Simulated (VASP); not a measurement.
The system is AlCl3, in a box.

```
CELL_PARAMETERS angstrom
13.59215 0.00000 0.00000
0.00000 14.09215 0.00000
0.00000 0.00000 14.59215
ATOMIC_POSITIONS crystal
Al 0.50300 0.50470 0.50070
Cl 0.41050 0.43080 0.58900
Cl 0.53610 0.44920 0.37230
Cl 0.56230 0.63430 0.54080
```

Base run:

* Program: VASP 6.6.1
* Functional: optB86b-vdW
* Potentials or basis: VASP PAW PBE potentials, release 64 (Al, Cl)
* Cutoff: 400 eV
* k mesh: 1 × 1 × 1
* Occupations: gaussian, width 0.005 eV
* Spin: no spin polarisation

Its results: gap between the frontier levels 5.58 eV; largest force 0.034 eV/Å.

**Question.** The run is repeated on the same cell with these changes: functional from optB86b-vdW to PBE; dispersion from none to D3(BJ). What comes out?

**Answer.** Gap between the frontier levels 5.63 eV; largest force 0.030 eV/Å.

Several settings changed at once, so the effect can't be laid on one alone.

Caveats: the PAW data sets were made with another functional, which shifts forces and pressure a little (some runs).

